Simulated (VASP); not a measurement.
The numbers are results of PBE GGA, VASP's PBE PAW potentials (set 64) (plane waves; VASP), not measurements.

VASP ran on this input.

**INCAR**
```
# general
SYSTEM  = CdTe
PREC    = Accurate
ENCUT   = 480   # plane-wave cut-off (eV)
LREAL   = F
LASPH   = T   # aspherical one-centre terms

# electronic loop
EDIFF   = 1E-7
NELM    = 100   # most electronic steps
ALGO    = Normal   # blocked Davidson
LMAXMIX = 4

# smearing
ISMEAR  = 0   # Gaussian
SIGMA   = 0.05

# functional
GGA     = PE   # PBE

# ions
ISIF    = 2   # forces and stress, cell fixed

# output
LWAVE   = F
LCHARG  = F
```

### POSCAR
```
CdTe
6.4760290
  0.0000000000   0.4999999738   0.4999999738
  0.4999999738   0.0000000000   0.4999999738
  0.4999999738   0.4999999738   0.0000000000
Cd Te
1 1
direct
  1.0000000000   0.0000000000   0.0000000000
  0.2500000000   0.2500000000   0.2500000000
```

KPOINTS:
```
Automatic mesh
0
Gamma
6 6 6
0 0 0
```

POTCAR, in this order: Cd Te (PBE.64 set). Program: vasp_std.

What will the output report for the number of irreducible k-points (NKPTS), number of bands (NBANDS), largest plane-wave count, number of space-group operations, FFT grid (NGX, NGY, NGZ)?

```
Quantity                                       Value
--------------------------------------  ------------
number of irreducible k-points (NKPTS)            16
number of bands (NBANDS)                          13
largest plane-wave count                        1640
number of space-group operations                  24
FFT grid (NGX, NGY, NGZ)                36 × 36 × 36
```

The compound is CdTe in the zinc blende structure. This cell was strained or had an atom moved on purpose.
